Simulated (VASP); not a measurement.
Wanted: the native input for a VASP 6.6.1 run.

```yaml
Task: relaxation of cell and atoms
Functional: PBEsol
Potentials_or_basis: VASP PAW PBE potentials, release 64 (Cu, B)
Cutoff: 600 eV
k_mesh: 12 × 12 × 10
Occupations: gaussian, width 0.05 eV
Spin: no spin polarisation
Dipole_correction: no
Further_INCAR_settings: ALGO = Normal; EDIFF = 1e-06; IBRION = 2; EDIFFG = -0.01; NSW = 80; ISIF = 3
```

The structure of CuB2 lies in POSCAR:

```
CuB2
1.0
    2.9594070083      0.0000000000      0.0000000000
   -1.4797035042      2.5629216494      0.0000000000
    0.0000000000      0.0000000000      3.2043336383
Cu B
1 2
Direct
    0.0000000000      0.0000000000      0.0000000000
    0.3333333333      0.6666666667      0.5000000000
    0.6666666667      0.3333333333      0.5000000000
```

The cell comes from a database or a generator and needn't be the stable form of this composition.

One way to write it, as run:

INCAR

```
SYSTEM = CuB2
PREC = Accurate
ENCUT = 600
EDIFF = 1E-6
ISMEAR = 0
SIGMA = 0.05
LREAL = .False.
LASPH = .True.
NELM = 100
ALGO = Normal
ISIF = 3
LWAVE = .False.
LCHARG = .False.
GGA = PS
IBRION = 2
NSW = 80
EDIFFG = -0.01
```

KPOINTS

```
Automatic mesh
0
Gamma
  12 12 10
  0 0 0
```

Potentials or basis: VASP PAW PBE potentials, release 64 (Cu, B).

The run is started by

```bash
$ cat potpaw_PBE.64/Cu/POTCAR potpaw_PBE.64/B/POTCAR > POTCAR
$ mpirun -np 1 vasp_std > vasp.out
```

Results of the run:

```
Relaxed volume                         : 8.43 Å³/atom
Relaxed cell                           : a = 2.978 Å, b = 2.978 Å, c = 3.292 Å, α = 90.00°, β = 90.00°, γ = 120.00°
Space group after relaxing (to 0.05 Å) : P6/mmm (No. 191)
Energy gained by relaxing              : 8.1 meV/atom
Ionic steps                            : 6
Pressure after relaxing                : 0.1 GPa
Band gap on the k mesh                 : none (metal or under the smearing width)
```

Caveat: the PAW data sets were made with another functional, which shifts forces and pressure a little.

Run time: 70 s on 1 thread of Intel(R) Xeon(R) Platinum 8559C (Emerald Rapids) (shared host), peak memory 0.18 GiB.
